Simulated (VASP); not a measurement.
An input for Quantum ESPRESSO's pw.x (written as the equivalent of a VASP run, and not itself run):

```
&CONTROL
  calculation = 'vc-relax'
  pseudo_dir = './pseudo'
  outdir = './out'
  tprnfor = .true.
  tstress = .true.
  nstep = 60
  forc_conv_thr = 0.00078
/
&SYSTEM
  ibrav = 0
  nat = 6
  ntyp = 2
  ecutwfc = 84
  occupations = 'smearing'
  smearing = 'methfessel-paxton'
  degauss = 0.00735
  input_dft = 'pw91'
/
&ELECTRONS
  conv_thr = 7.3e-08
  electron_maxstep = 100
/
&IONS
/
&CELL
/
ATOMIC_SPECIES
  Ag 107.868 Ag.upf
  O 15.999 O.upf
CELL_PARAMETERS angstrom
     4.8056311   -0.0000000    0.0000000
    -0.0000000    4.8056311   -0.0000000
    -0.0000000   -0.0000000    4.8056311
ATOMIC_POSITIONS crystal
  Ag   0.7500000  0.2500000  0.7500000
  Ag   0.2500000  0.7500000  0.7500000
  Ag   0.7500000  0.7500000  0.2500000
  Ag   0.2500000  0.2500000  0.2500000
  O    0.0000000  0.0000000  0.0000000
  O    0.5000000  0.5000000  0.5000000
K_POINTS automatic
  6 6 6 0 0 0
```

Question: Write the VASP files for the same calculation (PW91).

Answer: One answer among several that fit: 
**INCAR**
```
EDIFF = 1E-6
ISMEAR = 1
ISIF = 3   ! ions, shape and volume
NSW = 60
EDIFFG = -0.02   ! ionic stop
IBRION = 2   ! conjugate gradients
ENCUT = 520
LCHARG = .FALSE.
PREC = Accurate
LREAL = .FALSE.
LMAXMIX = 4   ! l cut-off of mixed one-centre charges
GGA = 91
SYSTEM = Ag2O
LASPH = .TRUE.   ! aspherical one-centre terms
SIGMA = 0.1
NELM = 100   ! most electronic steps
ALGO = Normal   ! blocked Davidson
LWAVE = .FALSE.
```

File POSCAR:
```
Ag2O
1
    4.8056310829    -0.0000000000     0.0000000000
   -0.0000000000     4.8056310829    -0.0000000000
   -0.0000000000    -0.0000000000     4.8056310829
Ag O
4 2
Direct
  0.7500000000   0.2500000000   0.7500000000
  0.2500000000   0.7500000000   0.7500000000
  0.7500000000   0.7500000000   0.2500000000
  0.2500000000   0.2500000000   0.2500000000
  0.0000000000   0.0000000000   0.0000000000
  0.5000000000   0.5000000000   0.5000000000
```

### KPOINTS
```
Automatic mesh
0
Gamma
6 6 6
0 0 0
```

POTCAR, in this order: Ag O (PBE.64 set). Program: vasp_std.

The two are equivalent in intent, not identical: the potentials are each code's own (VASP's PAW set, PseudoDojo norm-conserving files in pw.x), so ENCUT and ecutwfc are chosen apart and not converted; conv_thr bounds pw.x's estimated SCF error, while EDIFF bounds the energy change between steps; forc_conv_thr acts on force components and is met together with etot_conv_thr.

The compound is Ag2O in the cuprite structure. It was relaxed first. The start is the result of an earlier pass.
